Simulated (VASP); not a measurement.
Output of a VASP run:

File OSZICAR:
```
       N       E                     dE             d eps       ncg     rms          rms(c)
DAV:   1     0.557680854973E+02    0.55768E+02   -0.45652E+03   630   0.828E+02
DAV:   2    -0.897351492807E+00   -0.56665E+02   -0.56507E+02   650   0.212E+02
DAV:   3    -0.188804508263E+01   -0.99069E+00   -0.97971E+00   923   0.305E+01
DAV:   4    -0.193355035092E+01   -0.45505E-01   -0.45507E-01   967   0.461E+00
DAV:   5    -0.193402103585E+01   -0.47068E-03   -0.47051E-03   986   0.395E-01    0.223E+00
DAV:   6    -0.192767235344E+01    0.63487E-02   -0.11474E-02   801   0.133E+00    0.137E+00
DAV:   7    -0.192618605516E+01    0.14863E-02   -0.16693E-02   777   0.176E+00    0.101E-01
DAV:   8    -0.192577982322E+01    0.40623E-03   -0.20773E-03   767   0.477E-01    0.194E-02
DAV:   9    -0.192579428222E+01   -0.14459E-04   -0.12483E-04  1002   0.826E-02    0.579E-03
DAV:  10    -0.192579459622E+01   -0.31400E-06   -0.82535E-06   897   0.323E-02
   1 F= -.19257946E+01 E0= -.19254751E+01  d E =-.958467E-03
```

File OUTCAR:
```
------------------------ aborting loop because EDIFF is reached ----------------------------------------
  FORCE on cell =-STRESS in cart. coord.  units (eV):
  Direction    XX          YY          ZZ          XY          YZ          ZX
  --------------------------------------------------------------------------------------
  Total       -0.1172764     -0.1172764     -0.1172764      0.0000000      0.0000000     -0.0000000
  in kB       -4.3259215     -4.3259215     -4.3259215      0.0000000      0.0000000     -0.0000000
  external PRESSURE =      -4.3259215 kB  Pullay stress =       0.0000000 kB
  volume of cell :       43.44
      direct lattice vectors                 reciprocal lattice vectors
     0.000000000  2.790000000  2.790000000    -0.179211470  0.179211470  0.179211470
     2.790000000  0.000000000  2.790000000     0.179211470 -0.179211470  0.179211470
     2.790000000  2.790000000  0.000000000     0.179211470  0.179211470 -0.179211470
 POSITION                                       TOTAL-FORCE (eV/Angst)
 -----------------------------------------------------------------------------------
      0.00000      0.00000      0.00000         0.000000     -0.000000      0.000000
 -----------------------------------------------------------------------------------
    total drift:                               -0.000000     -0.000000     -0.000000
  FREE ENERGIE OF THE ION-ELECTRON SYSTEM (eV)
  ---------------------------------------------------
  free  energy   TOTEN  =        -1.9257945962 eV

  energy  without entropy=       -1.9248361290  energy(sigma->0) =       -1.92547511
```
(Selected blocks of OUTCAR.)

File POSCAR:
```
Ca
1
    0.0000000000     2.7900000000     2.7900000000
    2.7900000000     0.0000000000     2.7900000000
    2.7900000000     2.7900000000     0.0000000000
Ca
1
Direct
  0.0000000000   0.0000000000   0.0000000000
```

Question: Reconstruct the remaining input files.

Answer: One answer among several that fit: the input of the run itself, PBE GGA, plane waves, VASP's PBE PAW potentials (set 64).

KPOINTS:
```
Automatic mesh
0
gamma
 9 9 9
0 0 0
```

INCAR:
```
! general
SYSTEM = Ca
PREC   = Accurate
ENCUT  = 400
LREAL  = .FALSE.
LASPH  = .TRUE.

! electronic loop
EDIFF  = 1E-6
NELM   = 100
ALGO   = Normal

! smearing
ISMEAR = 1
SIGMA  = 0.1

! functional
GGA    = PE

! ions
ISIF   = 2

! output
LWAVE  = .FALSE.
LCHARG = .FALSE.
```

POTCAR, in this order: Ca_sv (PBE.64 set). Program: vasp_std.

The compound is Ca in the fcc structure. The cell was not relaxed at this level.
